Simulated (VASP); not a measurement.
Consider the following.

```
AlCo
1.0
    2.91720     0.00000     0.00000
    0.00000     2.91720     0.00000
    0.00000     0.00000     2.91720
Al Co
1 1
Cartesian
  1.45860   1.45860   1.45860
  0.00000   0.00000   0.00000
```

Method: PBE GGA, VASP's PBE PAW potentials (set 64) (plane waves; VASP). Settings: 400 eV cut-off, KSPACING 0.5 per Å, first-order Methfessel-Paxton smearing of 0.10 eV, potentials Al Co.

### Question
What does the run give for the energy per atom (σ→0), pressure?

### Answer

The energy per atom (σ→0) is -5.969 eV/atom and the pressure comes out as -11.12 GPa.

Total energies compare only between runs with the same potentials, cut-off and functional.

The compound is CoAl in the CsCl type structure. The cell was not relaxed at this level. The run is one of a series of settings (KGAMMA = .FALSE., KSPACING = 0.5, KPOINTS file removed against the base run), some of them coarse on purpose. The run is not spin-polarised, so no magnetic state was tried.
